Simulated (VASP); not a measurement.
# Se3Br (I4/mmm) in VASP: single point with r2SCAN

Aim: the single point of Se3Br with r2SCAN.

All numbers are computed with VASP 6.6.1; they aren't measurements. Logs are shortened: lines on timing, memory, paths and dates and some standing lists are left out, and cuts for length are marked.

### 1 The crystal as given

It takes space group I4/mmm (No. 139, tetragonal). The conventional cell has a = 3.802 Å, b = 3.802 Å, c = 16.964 Å, α = 90.00°, β = 90.00°, γ = 90.00°. Around Se (site symmetry -4m2) lie 4 Se at 2.69 Å. Se (site symmetry 4/mmm) is surrounded by 4 Br at 2.69 Å. Br (site symmetry 4/mmm) has 4 Se at 2.69 Å as nearest neighbours.

The cell comes from a database or a generator and needn't be the stable form of this composition.

### 2 Single point, r2SCAN

Input file POSCAR:

```
Se3Br
1.0
   -1.9012420000      1.9012420000      8.4819000000
    1.9012420000     -1.9012420000      8.4819000000
    1.9012420000      1.9012420000     -8.4819000000
Se Br
3 1
Direct
    0.2500000000      0.7500000000      0.5000000000
    0.7500000000      0.2500000000      0.5000000000
    0.5000000000      0.5000000000      0.0000000000
    0.0000000000      0.0000000000      0.0000000000
```

Input file INCAR.step1:

```
SYSTEM = Se3Br
PREC     = Accurate       ! precision mode
ENCUT    = 520            ! plane-wave cutoff, eV
ISMEAR   = 0              ! smearing method
SIGMA    = 0.1            ! smearing width, eV
LREAL    = .False.        ! projectors in reciprocal space
LASPH    = .True.         ! aspherical terms in the spheres
NELM     = 100            ! most SCF steps
NBANDS   = 20             ! bands
GGA      = PE             ! functional
ALGO     = Normal         ! electronic algorithm
EDIFF    = 1E-4           ! SCF threshold, eV
LWAVE    = .True.         ! write WAVECAR
LCHARG   = .False.        ! write CHGCAR
```

Input file INCAR.step2:

```
SYSTEM = Se3Br
PREC     = Accurate       ! precision mode
ENCUT    = 520            ! plane-wave cutoff, eV
EDIFF    = 1E-6           ! SCF threshold, eV
ISMEAR   = 0              ! smearing method
SIGMA    = 0.1            ! smearing width, eV
LREAL    = .False.        ! projectors in reciprocal space
LASPH    = .True.         ! aspherical terms in the spheres
NELM     = 100            ! most SCF steps
ALGO     = Normal         ! electronic algorithm
ISIF     = 2              ! what is computed and relaxed
LWAVE    = .False.        ! write WAVECAR
LCHARG   = .False.        ! write CHGCAR
METAGGA  = R2SCAN         ! meta-GGA
LMIXTAU  = .True.       
NBANDS   = 20             ! bands
ISTART   = 1
```

Input file KPOINTS:

```
Automatic mesh
0
Gamma
  6 6 6
  0 0 0
```

Potentials or basis: VASP PAW PBE potentials, release 64 (Se, Br).

The run is started by

```bash
$ cat potpaw_PBE.64/Se/POTCAR potpaw_PBE.64/Br/POTCAR > POTCAR
$ cp INCAR.step1 INCAR
$ mpirun -np 1 vasp_std > vasp.out
$ cp INCAR.step2 INCAR
$ mpirun -np 1 vasp_std > vasp.out
```

OUTCAR:

```text
SYSTEM = Se3Br
   PREC = Accurate
   ENCUT = 520
   EDIFF = 1E-6
   ISMEAR = 0
   LREAL = .False.
   LASPH = .True.
   NELM = 100
   ISIF = 2
   METAGGA = R2SCAN
   ISTART = 1

 ion  position               nearest neighbor table
   1  0.250  0.750  0.500-   2 2.69   2 2.69   2 2.69   2 2.69
   2  0.750  0.250  0.500-   1 2.69   1 2.69   1 2.69   1 2.69
   3  0.500  0.500  0.000-   4 2.69   4 2.69   4 2.69   4 2.69
   4  0.000  0.000  0.000-   3 2.69   3 2.69   3 2.69   3 2.69

  LATTYP: Found a body centered tetragonal cell.
 ALAT       =     3.8024840000
 C/A-ratio  =     4.4612416515

  Lattice vectors:

 A1 = (  -1.9012420000,   1.9012420000,   8.4819000000)
 A2 = (   1.9012420000,  -1.9012420000,   8.4819000000)
 A3 = (   1.9012420000,   1.9012420000,  -8.4819000000)

Analysis of symmetry for initial positions (statically):
=====================================================================
 Subroutine PRICEL returns:
 Original cell was already a primitive cell.

 Routine SETGRP: Setting up the symmetry group for a
 body centered tetragonal supercell.

 Subroutine GETGRP returns: Found 16 space group operations
 (whereof 16 operations were pure point group operations)
 out of a pool of 16 trial point group operations.

The static configuration has the point symmetry D_4h.

Analysis of symmetry for dynamics (positions and initial velocities):
=====================================================================
 Subroutine PRICEL returns:
 Original cell was already a primitive cell.

 Routine SETGRP: Setting up the symmetry group for a
 body centered tetragonal supercell.

 Subroutine GETGRP returns: Found 16 space group operations
 (whereof 16 operations were pure point group operations)
 out of a pool of 16 trial point group operations.

The dynamic configuration has the point symmetry D_4h.

 Subroutine INISYM returns: Found 16 space group operations
 (whereof 16 operations are pure point group operations),
 and found     1 'primitive' translations

----------------------------------------------------------------------------------------

                                     Primitive cell

  volume of cell :     122.6388

  direct lattice vectors                    reciprocal lattice vectors
    -1.901242000  1.901242000  8.481900000     0.000000000  0.262985985  0.058949056
     1.901242000 -1.901242000  8.481900000     0.262985985  0.000000000  0.058949056
     1.901242000  1.901242000 -8.481900000     0.262985985  0.262985985  0.000000000

  length of vectors
     8.897868840  8.897868840  8.897868840     0.269511817  0.269511817  0.371918347

  position of ions in fractional coordinates (direct lattice)
     0.250000000  0.750000000  0.500000000
     0.750000000  0.250000000  0.500000000
     0.500000000  0.500000000  0.000000000
     0.000000000  0.000000000  0.000000000

  ion indices of the primitive-cell ions
   primitive index   ion index
                 1           1
                 2           2
                 3           3
                 4           4

----------------------------------------------------------------------------------------

 KPOINTS: Automatic mesh

Automatic generation of k-mesh.
 Grid dimensions read from file:
 generate k-points for:    6    6    6

 Generating k-lattice:

  Cartesian coordinates                     Fractional coordinates (reciprocal lattice)
     0.000000000  0.043830997  0.009824843     0.166666667 -0.000000000  0.000000000
     0.043830997  0.000000000  0.009824843    -0.000000000  0.166666667  0.000000000
     0.043830997  0.043830997  0.000000000     0.000000000  0.000000000  0.166666667

  Length of vectors
     0.044918636  0.044918636  0.061986391

  Shift w.r.t. Gamma in fractional coordinates (k-lattice)
     0.000000000  0.000000000  0.000000000

 Subroutine IBZKPT returns following result:
 ===========================================

 Found     30 irreducible k-points:

 Following reciprocal coordinates:
            Coordinates               Weight
  0.000000  0.000000  0.000000      1.000000
  0.166667 -0.000000  0.000000      8.000000
  0.333333  0.000000  0.000000      8.000000
  0.500000 -0.000000  0.000000      4.000000
  0.166667  0.166667  0.000000      8.000000
  0.333333  0.166667  0.000000     16.000000
[... 16 lines left out ...]
 -0.333333 -0.333333  0.166667      8.000000
 -0.166667 -0.333333  0.166667      8.000000
 [... further k-points ...]
   k-points           NKPTS =     30   k-points in BZ     NKDIM =     30   number of bands    NBANDS=     20
   number of dos      NEDOS =    301   number of ions     NIONS =      4
   total plane-waves  NPLWV = 343000
   dimension x,y,z NGX =    70 NGY =   70 NGZ =   70
   dimension x,y,z NGXF=   140 NGYF=  140 NGZF=  140
   ions per type =               3   1
   NGX,Y,Z   is equivalent  to a cutoff of  13.08, 13.08, 13.08 a.u.
   NGXF,Y,Z  is equivalent  to a cutoff of  26.16, 26.16, 26.16 a.u.
 SYSTEM =  Se3Br
   PREC   = accura    normal or accurate (medium, high low for compatibility)
   ISTART =      1    job   : 0-new  1-cont  2-samecut
   ICHARG =      0    charge: 1-file 2-atom 10-const
   ISPIN  =      1    spin polarized calculation?
   LNONCOLLINEAR =      F non collinear calculations
   LSORBIT =      F    spin-orbit coupling
   LASPH  =      T    aspherical Exc in radial PAW
   ENCUT  =  520.0 eV  38.22 Ry    6.18 a.u.  16.54 16.54 16.54*2*pi/ulx,y,z
   NELM   =    100;   NELMIN=  2; NELMDL=  0     # of ELM steps
   EDIFF  = 0.1E-05   stopping-criterion for ELM
   LREAL  =      F    real-space projection
   EDIFFG = 0.1E-04   stopping-criterion for IOM
   NSW    =      0    number of steps for IOM
   IBRION =     -1    ionic relax: 0-MD 1-quasi-New 2-CG
   NFREE  =      0    steps in history (QN), initial steepest desc. (CG)
   ISIF   =      2    stress and relaxation
   ISYM   =      2    0-nonsym 1-usesym 2-fastsym
   POTIM  = 0.5000    time-step for ionic-motion
   TEBEG  =    0.0;   TEEND  =   0.0 temperature during run
   PSTRESS=    0.0 pullay stress
   NELECT =      25.0000    total number of electrons
   NUPDOWN=      -1.0000    fix difference up-down
   EMIN   =  10.00;   EMAX   =-10.00  energy-range for DOS
   EFERMI =   0.00;   METHOD = LEGACY
   ISMEAR =     0;   SIGMA  =   0.10  broadening in eV -4-tet -1-fermi 0-gaus
   EFERMI_NEDOS =   21; number of points for ismear=-14 and -15
   IALGO  =     38    algorithm
   IMIX   =      4    mixing-type and parameters
     AMIX     =   0.40;   BMIX     =  1.00
     AMIX_MAG =   1.60;   BMIX_MAG =  1.00
  volume/ion in A,a.u.               =      30.66       206.90
  Fermi-wavevector in a.u.,A,eV,Ry     =   0.963486  1.820725 12.630367  0.928306
  Thomas-Fermi vector in A             =   2.093036
   LORBIT       =      0    0 simple, 1 ext, 2 COOP (PROOUT), +10 PAW based schemes
   METAGGA = R2SCAN    functional components
   LHFCALC =     F    Hartree Fock is set to
   AEXX    =    0.0000 exact exchange contribution
   IVDW    =     0    specifies the selected vdW correction
   LEPSILON=     F    determine dielectric tensor
   LRPA    =     F    only Hartree local field effects (RPA)
 non-spin polarized calculation
 Gauss-broadening in eV      SIGMA  =   0.10
  energy-cutoff  :      520.00
  volume of cell :      122.64
 maximum number of plane-waves:      3319
 NGX is ok and might be reduce to    70
   NGX = 33   NGY = 33   NGZ = 33

 number of electron      25.0000002 magnetization

 Free energy of the ion-electron system (eV)
  ---------------------------------------------------
  ext. energy  EPLUGINS =         0.00000000
  ---------------------------------------------------
  free energy    TOTEN  =       -54.62881587 eV

  energy without entropy =      -54.60562624  energy(sigma->0) =      -54.61722106

 E-fermi :   1.1619     XC(G=0):  -8.6702

 val. band max:        1.1331404693   @ k =  -0.3333   0.1667  -0.0000
 cond. band min:       1.1740778369   @ k =  -0.3333   0.5000   0.3333
 fundamental gap:      0.0409373676
 Fermi energy:         1.1619205329

 k-point     1 :       0.0000    0.0000    0.0000
  band No.  band energies     occupation
      1     -16.2887      2.00000
      2     -14.5092      2.00000
      3     -10.0076      2.00000
      4      -8.5700      2.00000
      5      -3.9549      2.00000
      6      -3.9549      2.00000
[... 12 lines left out ...]
     19       6.2725      0.00000
     20      11.0302      0.00000

 k-point     2 :       0.1667   -0.0000    0.0000
  band No.  band energies     occupation
      1     -16.1094      2.00000
      2     -14.2570      2.00000
      3     -10.5619      2.00000
      4      -9.3115      2.00000
      5      -3.6914      2.00000
      6      -3.4691      2.00000
[... 12 lines left out ...]
     19       7.2605      0.00000
     20      10.4519      0.00000

 k-point     3 :       0.3333    0.0000    0.0000
  band No.  band energies     occupation
      1     -15.6618      2.00000
      2     -13.5137      2.00000
      3     -11.6310      2.00000
      4     -10.8222      2.00000
      5      -2.9572      2.00000
      6      -2.6381      2.00000
[... 12 lines left out ...]
     19       9.8321      0.00000
     20      10.1536      0.00000

 k-point     4 :       0.5000   -0.0000    0.0000
  band No.  band energies     occupation
      1     -15.3572      2.00000
      2     -12.3340      2.00000
      3     -12.3278      2.00000
      4     -12.1970      2.00000
      5      -2.2878      2.00000
      6      -2.1262      2.00000
[... 429 lines left out ...]
 k-point    23 :      -0.3333   -0.3333    0.1667
  band No.  band energies     occupation
      1     -15.9422      2.00000
      2     -14.0125      2.00000
      3     -10.8724      2.00000
      4      -9.7288      2.00000
      5      -4.5737      2.00000
      6      -3.7397      2.00000
[... 12 lines left out ...]
     19       8.0941      0.00000
     20       9.2343      0.00000

 k-point    24 :      -0.1667   -0.3333    0.1667
  band No.  band energies     occupation
      1     -16.1092      2.00000
      2     -14.2575      2.00000
      3     -10.5621      2.00000
      4      -9.3114      2.00000
      5      -3.6919      2.00000
      6      -3.4690      2.00000
[... 12 lines left out ...]
     19       7.2504      0.00000
     20       9.7151      0.00000

 [... further k-points ...]

------------------------ aborting loop because EDIFF is reached ----------------------------------------

  FORCE on cell =-STRESS in cart. coord.  units (eV):
  Direction    XX          YY          ZZ          XY          YZ          ZX
  --------------------------------------------------------------------------------------
  -------------------------------------------------------------------------------------
  Total       -0.8665289     -0.8665289     -0.5582212      0.0000000      0.0000000      0.0000000
  in kB      -11.3205019    -11.3205019     -7.2927105      0.0000000      0.0000000      0.0000000
  external PRESSURE =      -9.9779048 kB  Pullay stress =       0.0000000 kB

 VOLUME and BASIS-vectors are now :
 -----------------------------------------------------------------------------
  energy-cutoff  :      520.00
  volume of cell :      122.64
      direct lattice vectors                 reciprocal lattice vectors
    -1.901242000  1.901242000  8.481900000     0.000000000  0.262985985  0.058949056
     1.901242000 -1.901242000  8.481900000     0.262985985  0.000000000  0.058949056
     1.901242000  1.901242000 -8.481900000     0.262985985  0.262985985  0.000000000

 POSITION                                       TOTAL-FORCE (eV/Angst)
 -----------------------------------------------------------------------------------
      1.90124     -0.00000      4.24095         0.000000     -0.000000      0.000000
     -0.00000      1.90124      4.24095        -0.000000      0.000000     -0.000000
      0.00000      0.00000      8.48190        -0.000000      0.000000      0.000000
      0.00000      0.00000      0.00000        -0.000000      0.000000      0.000000
 -----------------------------------------------------------------------------------
    total drift:                               -0.000000     -0.000000      0.000000

  FREE ENERGIE OF THE ION-ELECTRON SYSTEM (eV)
  ---------------------------------------------------
  free  energy   TOTEN  =       -54.6288158712 eV

  energy  without entropy=      -54.6056262448  energy(sigma->0) =      -54.61722106
```

It took 15 min on 1 thread of Intel Xeon Platinum 8488C (Sapphire Rapids), shared host; peak memory 0.76 GiB.

What came out:

| Quantity | Value |
| --- | --- |
| Free energy | -54.6288 eV |
| Pressure | -1.0 GPa |
| Band gap on the k mesh | none (metal or under the smearing width) |

Caveat: the k mesh is coarse (spacing up to 0.39 Å⁻¹), so the values aren't converged; the PAW data sets were made with another functional, which shifts forces and pressure a little; an odd number of electrons without spin polarisation forces a metal; a magnetic or distorted state may lie lower.
